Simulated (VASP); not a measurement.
Here is the system:

```
CELL_PARAMETERS angstrom
      0.00000     2.80573     2.80573
      2.80573     0.00000     2.80573
      2.80573     2.80573     0.00000
ATOMIC_POSITIONS crystal
  Be 0.00000 0.00000 0.00000
  Te 0.25000 0.25000 0.25000
```

Level of theory: HSEsol screened hybrid, VASP's PBE PAW potentials (set 64) (plane waves; VASP). Numerical set-up: 520 eV cut-off, 6×6×6 Γ-centred mesh, Gaussian smearing of 0.050 eV, potentials Be Te.

Unless said otherwise, spin-orbit coupling is left out, though it shifts the bands of the heavy elements here.

Question: Predict the energy per atom (σ→0), band gap (on the k-mesh) with the smallest direct gap where there is one.

Answer: 
band gap (on the k-mesh): 2.54 eV
smallest direct gap (on the k-mesh): 4.47 eV
energy per atom (σ→0): -4.588 eV/atom

Only differences to runs with the same potentials and settings are physical.

The compound is BeTe in the zinc blende structure. This cell is one point of a volume scan, at 0.97 of the reference volume. The cell's shape comes from a PBE relaxation.
